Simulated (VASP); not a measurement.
Calculation: r2SCAN meta-GGA, VASP's PBE PAW potentials (set 64) (plane waves; VASP).

A VASP calculation is set up with these files.

### KPOINTS
```
K-points
0
Gamma
  16 16 16
```

File POSCAR:
```
Cr
1.0
 -1.4400000000   1.4400000000   1.4400000000
  1.4400000000  -1.4400000000   1.4400000000
  1.4400000000   1.4400000000  -1.4400000000
Cr
1
Cartesian
  0.0000000000   0.0000000000   0.0000000000
```

### INCAR
```
! general
SYSTEM  = Cr
PREC    = Accurate
ENCUT   = 400   ! plane-wave cut-off (eV)
LREAL   = .FALSE.   ! projection in real space or not
LASPH   = .TRUE.   ! aspherical one-centre terms

! electronic loop
EDIFF   = 1E-6   ! SCF stop (eV)
NELM    = 100   ! most electronic steps
ALGO    = Normal   ! blocked Davidson
LMAXMIX = 4   ! l cut-off of mixed one-centre charges
LMIXTAU = .TRUE.

! smearing
ISMEAR  = 1
SIGMA   = 0.1   ! width (eV)

! functional
METAGGA = R2SCAN

! spin
ISPIN   = 2
MAGMOM  = 3.0

! ions
IBRION  = 2
NSW     = 60
ISIF    = 3   ! ions, shape and volume
EDIFFG  = -0.01   ! ionic stop

! output
LWAVE   = .FALSE.
LCHARG  = .FALSE.
LORBIT  = 10
```

POTCAR, in this order: Cr_pv (PBE.64 set). Program: vasp_std.

What VASP printed:

File OUTCAR:
```
 ion  position               nearest neighbor table
   1  0.000  0.000  0.000-
  LATTYP: Found a body centered cubic cell.
 ALAT       =     2.8800000000
 Subroutine PRICEL returns:
 Original cell was already a primitive cell.
 Subroutine GETGRP returns: Found 48 space group operations
The static configuration has the point symmetry O_h .
The dynamic configuration has the point symmetry O_h .
The overall configuration has the point symmetry O_h .
 Subroutine INISYM returns: Found 48 space group operations
 Subroutine IBZKPT returns following result:
 Found    145 irreducible k-points:

 Following reciprocal coordinates:
            Coordinates               Weight
  0.000000  0.000000  0.000000      1.000000
  0.062500  0.000000  0.000000     12.000000
  0.125000  0.000000  0.000000     12.000000
  0.187500  0.000000  0.000000     12.000000
  0.250000  0.000000  0.000000     12.000000
  0.312500  0.000000  0.000000     12.000000
  0.375000  0.000000  0.000000     12.000000
  0.437500  0.000000  0.000000     12.000000
  0.500000  0.000000  0.000000      6.000000
...
```

**OSZICAR**
```
       N       E                     dE             d eps       ncg     rms          rms(c)
DAV:   1     0.651483642953E+02    0.65148E+02   -0.60340E+03  7012   0.971E+02
DAV:   2    -0.161441929151E+02   -0.81293E+02   -0.78034E+02  7172   0.275E+02
DAV:   3    -0.173158520741E+02   -0.11717E+01   -0.11626E+01  7616   0.403E+01
DAV:   4    -0.173221830480E+02   -0.63310E-02   -0.63308E-02  7480   0.291E+00
DAV:   5    -0.173222587192E+02   -0.75671E-04   -0.75671E-04  7532   0.295E-01    0.185E+01
DAV:   6    -0.142248134869E+02    0.30974E+01   -0.96716E+00  7356   0.518E+01    0.638E+00
DAV:   7    -0.147505302266E+02   -0.52572E+00   -0.90401E-01  7348   0.141E+01    0.341E+00
DAV:   8    -0.147735028330E+02   -0.22973E-01   -0.12126E-01  7344   0.466E+00    0.210E+00
DAV:   9    -0.147963926370E+02   -0.22890E-01   -0.14327E-01  7344   0.539E+00    0.158E+00
DAV:  10    -0.147888965578E+02    0.74961E-02   -0.37802E-02  7220   0.304E+00    0.791E-01
DAV:  11    -0.147890042034E+02   -0.10765E-03   -0.30006E-03  7380   0.809E-01    0.268E-01
DAV:  12    -0.147889761986E+02    0.28005E-04   -0.39728E-04  7344   0.246E-01    0.121E-01
DAV:  13    -0.147889565117E+02    0.19687E-04   -0.62175E-04  7252   0.409E-01    0.510E-02
DAV:  14    -0.147889541086E+02    0.24031E-05   -0.21147E-05  7184   0.710E-02    0.133E-02
DAV:  15    -0.147889515804E+02    0.25282E-05   -0.24033E-06  7260   0.238E-02    0.534E-03
DAV:  16    -0.147889526002E+02   -0.10198E-05   -0.19674E-06  5492   0.204E-02    0.302E-03
DAV:  17    -0.147889512923E+02    0.13079E-05   -0.18824E-07  3508   0.704E-03    0.100E-03
DAV:  18    -0.147889514528E+02   -0.16053E-06   -0.43105E-08  3512   0.326E-03
   1 F= -.14788951E+02 E0= -.14788964E+02  d E =-.147890E+02  mag=    -0.0000
       N       E                     dE             d eps       ncg     rms          rms(c)
DAV:   1    -0.187743986117E+02   -0.39854E+01   -0.56845E+01  6960   0.130E+02    0.218E+01
DAV:   2    -0.146800631237E+02    0.40943E+01   -0.69795E+00  7256   0.505E+01    0.504E+00
DAV:   3    -0.147180841204E+02   -0.38021E-01   -0.11065E-01  6976   0.397E+00    0.279E+00
DAV:   4    -0.145425300747E+02    0.17555E+00   -0.17743E-01  7104   0.595E+00    0.219E+00
DAV:   5    -0.143609161268E+02    0.18161E+00   -0.26948E-02  7104   0.272E+00    0.330E+00
DAV:   6    -0.146992125115E+02   -0.33830E+00   -0.90319E-02  7168   0.549E+00    0.936E-01
DAV:   7    -0.147114198377E+02   -0.12207E-01   -0.77313E-03  6968   0.112E+00    0.267E-01
DAV:   8    -0.147105905916E+02    0.82925E-03   -0.15339E-03  7640   0.706E-01    0.550E-02
DAV:   9    -0.147105351837E+02    0.55408E-04   -0.21258E-04  7164   0.225E-01    0.615E-02
DAV:  10    -0.147105220773E+02    0.13106E-04   -0.29216E-05  6968   0.799E-02    0.577E-02
DAV:  11    -0.147106046428E+02   -0.82565E-04   -0.70698E-05  7072   0.142E-01    0.681E-03
DAV:  12    -0.147106075439E+02   -0.29012E-05   -0.44327E-06  7020   0.297E-02    0.696E-03
DAV:  13    -0.147106085169E+02   -0.97295E-06   -0.29690E-07  3548   0.699E-03
   2 F= -.14710609E+02 E0= -.14710487E+02  d E =0.783429E-01  mag=    -0.0000
       N       E                     dE             d eps       ncg     rms          rms(c)
DAV:   1    -0.168243045866E+02   -0.21137E+01   -0.28883E+01  6960   0.101E+02    0.281E+01
DAV:   2    -0.148226449795E+02    0.20017E+01   -0.55854E+00  7104   0.381E+01    0.835E+00
DAV:   3    -0.148140761176E+02    0.85689E-02   -0.84083E-02  7048   0.482E+00    0.560E+00
DAV:   4    -0.147824677489E+02    0.31608E-01   -0.52986E-02  7200   0.255E+00    0.270E+00
DAV:   5    -0.147926859394E+02   -0.10218E-01   -0.41519E-02  7016   0.268E+00    0.412E-01
DAV:   6    -0.148166584820E+02   -0.23973E-01   -0.17050E-02  7032   0.187E+00    0.338E-01
DAV:   7    -0.148181663406E+02   -0.15079E-02   -0.22019E-03  7104   0.781E-01    0.678E-02
DAV:   8    -0.148183658083E+02   -0.19947E-03   -0.28027E-04  6968   0.247E-01    0.388E-02
DAV:   9    -0.148184575244E+02   -0.91716E-04   -0.45761E-05  7056   0.945E-02    0.881E-03
DAV:  10    -0.148184470150E+02    0.10509E-04   -0.11571E-05  7136   0.398E-02    0.374E-03
DAV:  11    -0.148184620940E+02   -0.15079E-04   -0.77287E-07  4280   0.136E-02    0.712E-04
DAV:  12    -0.148184574692E+02    0.46248E-05   -0.73781E-08  3488   0.348E-03    0.118E-03
DAV:  13    -0.148184586547E+02   -0.11855E-05   -0.34351E-08  3496   0.215E-03    0.365E-04
DAV:  14    -0.148184589014E+02   -0.24676E-06   -0.92366E-09  3488   0.136E-03
   3 F= -.14818459E+02 E0= -.14818500E+02  d E =-.295074E-01  mag=    -0.0000
       N       E                     dE             d eps       ncg     rms          rms(c)
DAV:   1    -0.148189912867E+02   -0.53263E-03   -0.70797E-03  6960   0.152E+00    0.215E-01
DAV:   2    -0.148184891173E+02    0.50217E-03   -0.11074E-03  7384   0.593E-01    0.337E-02
DAV:   3    -0.148184984488E+02   -0.93315E-05   -0.12692E-05  6984   0.517E-02    0.203E-02
DAV:   4    -0.148184852604E+02    0.13188E-04   -0.19284E-05  7088   0.528E-02    0.234E-02
DAV:   5    -0.148184376289E+02    0.47632E-04   -0.50674E-05  7072   0.981E-02    0.173E-02
DAV:   6    -0.148184974918E+02   -0.59863E-04   -0.25139E-05  7080   0.704E-02    0.157E-03
DAV:   7    -0.148184960351E+02    0.14566E-05   -0.56082E-07  4920   0.100E-02    0.374E-04
DAV:   8    -0.148184963410E+02   -0.30590E-06   -0.28999E-08  3480   0.228E-03
   4 F= -.14818496E+02 E0= -.14818537E+02  d E =-.295449E-01  mag=    -0.0000
```

### OUTCAR
```
------------------------ aborting loop because EDIFF is reached ----------------------------------------
  FORCE on cell =-STRESS in cart. coord.  units (eV):
  Direction    XX          YY          ZZ          XY          YZ          ZX
  --------------------------------------------------------------------------------------
  Total       -0.0054898     -0.0054898     -0.0054898     -0.0000000      0.0000000     -0.0000000
  in kB       -0.7780814     -0.7780814     -0.7780814     -0.0000000      0.0000000     -0.0000000
  external PRESSURE =      -0.7780814 kB  Pullay stress =       0.0000000 kB
  volume of cell :       11.30
      direct lattice vectors                 reciprocal lattice vectors
    -1.413822747  1.413822747  1.413822747     0.000000000  0.353651121  0.353651121
     1.413822747 -1.413822747  1.413822747     0.353651121  0.000000000  0.353651121
     1.413822747  1.413822747 -1.413822747     0.353651121  0.353651121  0.000000000
 POSITION                                       TOTAL-FORCE (eV/Angst)
 -----------------------------------------------------------------------------------
     -1.41382      1.41382      1.41382        -0.000000      0.000000     -0.000000
 -----------------------------------------------------------------------------------
    total drift:                               -0.000000     -0.000000      0.000000
  FREE ENERGIE OF THE ION-ELECTRON SYSTEM (eV)
  ---------------------------------------------------
  free  energy   TOTEN  =       -14.8184963410 eV

  energy  without entropy=      -14.8186180327  energy(sigma->0) =      -14.81853690

 total charge

# of ion       s       p       d       tot
------------------------------------------
    1        0.692   6.439   4.194  11.326

 magnetization (x)

# of ion       s       p       d       tot
------------------------------------------
    1        0.000   0.000   0.000   0.000

 reached required accuracy - stopping structural energy minimisation
```
(Selected blocks of OUTCAR.)

**CONTCAR**
```
Cr
   1.00000000000000
    -1.4138227471014861    1.4138227471014861    1.4138227471014861
     1.4138227471014861   -1.4138227471014861    1.4138227471014861
     1.4138227471014861    1.4138227471014861   -1.4138227471014861
  Cr
     1
Direct
     1.0000000000000000    0.0000000000000000    0.0000000000000000
```

### OUTCAR
```
 val. band max:       11.1686348373   @ k =  -0.1875   0.1875   0.1250

 cond. band min:      11.2143932319   @ k =  -0.3125   0.3125   0.1875


 Fermi energy:        11.2103297305

 spin component 1

 k-point     1 :       0.0000    0.0000    0.0000
  band No.  band energies     occupation
      1     -33.0760      1.00000
      2     -33.0759      1.00000
      3     -33.0759      1.00000
      4       2.7310      1.00000
      5      10.2352      1.00000
      6      10.2354      1.00000
      7      10.2354      1.00000
      8      12.6708     -0.00000
      9      12.6708     -0.00000
     10      14.4620      0.00000
     11      34.4994      0.00000
     12      34.4994      0.00000

 k-point     2 :       0.0625    0.0000    0.0000
  band No.  band energies     occupation
      1     -33.1165      1.00000
      2     -33.0879      1.00000
      3     -33.0759      1.00000
      4       2.9139      1.00000
      5      10.1636      1.00000
      6      10.2227      1.00000
      7      10.3594      1.00000
      8      12.5883     -0.00000
      9      12.6753     -0.00000
     10      14.4620      0.00000
     11      34.0845      0.00000
     12      34.4512      0.00000

 k-point     3 :       0.1250    0.0000    0.0000
  band No.  band energies     occupation
      1     -33.2323      1.00000
      2     -33.1230      1.00000
      3     -33.0766      1.00000
      4       3.4427      1.00000
      5       9.9622      1.00000
      6      10.1617      1.00000
      7      10.7199      1.00000
      8      12.4046     -0.00000
      9      12.6918     -0.00000
     10      14.4610      0.00000
     11      32.9162      0.00000
     12      34.1490      0.00000

 k-point     4 :       0.1875    0.0000    0.0000
  band No.  band energies     occupation
      1     -33.4032      1.00000
      2     -33.1753      1.00000
      3     -33.0774      1.00000
      4       4.2500      1.00000
...
```

Energy and stress use the plane-wave basis of the starting cell. The moments were started parallel, and other spin orders were not tried in this run.

The structure was generated: Cr was put into the bcc type (Im-3m), which need not be its known phase. This run relaxes it. Symmetry was kept, so distortions that lower it aren't found.
